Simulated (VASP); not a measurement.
A run of VASP 6.6.1:

Contents of INCAR:

```
PREC = Accurate ; ENCUT = 450
EDIFF = 1E-5 ; ISMEAR = 0
SIGMA = 0.03 ; LREAL = Auto
LASPH = T ; NELM = 120
ALGO = Normal ; ISIF = 2
LWAVE = F ; LCHARG = F
ISPIN = 2 ; MAGMOM = 0 0 0 0 0 0 0 0 0 0 0 0 0 0 0 0 0 0 0 0 0 0 0 0 0 0 0 0 0 0 0 0
LORBIT = 11 ; NUPDOWN = 0
LMAXMIX = 4 ; LDAU = T
LDAUTYPE = 2 ; LDAUL = 2 -1 -1
LDAUU = 5 0 0 ; LDAUJ = 0 0 0
LDAUPRINT = 1 ; GGA = PS
KPAR = 4
```

The input KPOINTS:

```
Automatic mesh
0
Gamma
  3 3 2
```

Contents of POSCAR:

```
Al15CuN16
1.0
    6.2200008610      0.0000000000      0.0000000000
   -3.1100004305      5.3866787572      0.0000000000
    0.0000000000      0.0000000000      9.9600000000
Cu Al N
1 15 16
Direct
    0.3333333333      0.1666666667      0.0000000000
    0.3333333333      0.1666666667      0.5000000000
    0.3333333333      0.6666666667      0.0000000000
    0.3333333333      0.6666666667      0.5000000000
    0.8333333333      0.1666666667      0.0000000000
    0.8333333333      0.1666666667      0.5000000000
    0.8333333333      0.6666666667      0.0000000000
    0.8333333333      0.6666666667      0.5000000000
    0.1666666667      0.3333333333      0.2500000000
    0.1666666667      0.3333333333      0.7500000000
    0.1666666667      0.8333333333      0.2500000000
    0.1666666667      0.8333333333      0.7500000000
    0.6666666667      0.3333333333      0.2500000000
    0.6666666667      0.3333333333      0.7500000000
    0.6666666667      0.8333333333      0.2500000000
    0.6666666667      0.8333333333      0.7500000000
    0.3333333333      0.1666666667      0.1910000000
    0.3333333333      0.1666666667      0.6910000000
    0.3333333333      0.6666666667      0.1910000000
    0.3333333333      0.6666666667      0.6910000000
    0.8333333333      0.1666666667      0.1910000000
    0.8333333333      0.1666666667      0.6910000000
    0.8333333333      0.6666666667      0.1910000000
    0.8333333333      0.6666666667      0.6910000000
    0.1666666667      0.3333333333      0.4410000000
    0.1666666667      0.3333333333      0.9410000000
    0.1666666667      0.8333333333      0.4410000000
    0.1666666667      0.8333333333      0.9410000000
    0.6666666667      0.3333333333      0.4410000000
    0.6666666667      0.3333333333      0.9410000000
    0.6666666667      0.8333333333      0.4410000000
    0.6666666667      0.8333333333      0.9410000000
```

Potentials or basis: VASP PAW PBE potentials, release 64 (Cu, Al, N).

Run with:

```console
$ cat potpaw_PBE.64/Cu/POTCAR potpaw_PBE.64/Al/POTCAR potpaw_PBE.64/N/POTCAR > POTCAR
$ mpirun -np 8 vasp_std > vasp.out
```

Hardware: 8 MPI ranks on AMD EPYC 9R45 96-Core Processor (Zen 5), with other jobs on the host.

Question: How long does it take, and how much memory?

Answer: Run time: 110 s on 8 MPI ranks on AMD EPYC 9R45 96-Core Processor (Zen 5) (shared host), peak memory 0.41 GiB a rank. Counts: scf iterations 22, k points 6.
